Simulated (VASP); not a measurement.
Input:

```xyz
6
Lattice="4.6554 0.0000 0.0000 -2.3277 4.0317 0.0000 0.0000 0.0000 10.4232" Properties=species:S:1:pos:R:3 pbc="T T T"
Hg     0.7434     1.3091    -0.0343
Hg     3.2039    -0.0269     3.4861
Hg    -1.5612     2.7547     6.9496
Te     1.1071     1.9503     5.2169
Te     2.3774    -0.0012     8.7125
Te    -1.2151     2.0774     1.7271
```

All values below come from PBEsol GGA, VASP's PBE PAW potentials (set 64) (plane waves; VASP). Settings: 300 eV cut-off, 3×3×2 Γ-centred mesh, Fermi-Dirac smearing of 0.020 eV, potentials Hg Te.

Question: Which forces act on the atoms, in eV/Å?

Answer: 
```csv
atom,Fx,Fy,Fz
Hg1,-0.226,0.132,0.267
Hg2,-0.041,0.238,-0.226
Hg3,-0.168,-0.110,-0.157
Te4,0.131,-0.060,0.190
Te5,0.243,-0.045,-0.138
Te6,0.061,-0.155,0.064
```

Question: Give the stress tensor in GPa (positive for a compressed cell).

Answer: 
```
-1.24  -0.17  -0.18
-0.17  -1.10   0.20
-0.18   0.20  -2.45
```
The pressure is its mean diagonal, -1.60 GPa.

The structure comes from a computed database's HgTe entry; how it stands against other phases isn't given here. The cell was not relaxed at this level, atoms are displaced from their ideal sites. The k-mesh is coarse (spacing up to 0.52 per Å, 2π included), so the numbers may not be converged in it.
